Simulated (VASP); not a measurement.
Data:

```
CELL_PARAMETERS angstrom
      0.00000     2.92386     2.92386
      2.92386     0.00000     2.92386
      2.92386     2.92386     0.00000
ATOMIC_POSITIONS crystal
  Ba 0.00000 0.00000 0.00000
  F  0.25000 0.25000 0.25000
  F  0.75000 0.75000 0.75000
```

Computed with PBEsol GGA, VASP's PBE PAW potentials (set 64) (plane waves; VASP). Numerical set-up: 600 eV cut-off, 6×6×6 Γ-centred mesh, Gaussian smearing of 0.050 eV, potentials Ba_sv F.

Q: What does the run give for the energy per atom (σ→0), pressure?

A: 
```
Item                            Value
---------------------  --------------
energy per atom (σ→0)  -5.757 eV/atom
pressure                    15.06 GPa
```

Only differences to runs with the same potentials and settings are physical.

The compound is BaF2 in the fluorite structure. It was relaxed first under an external pressure of 15 GPa.
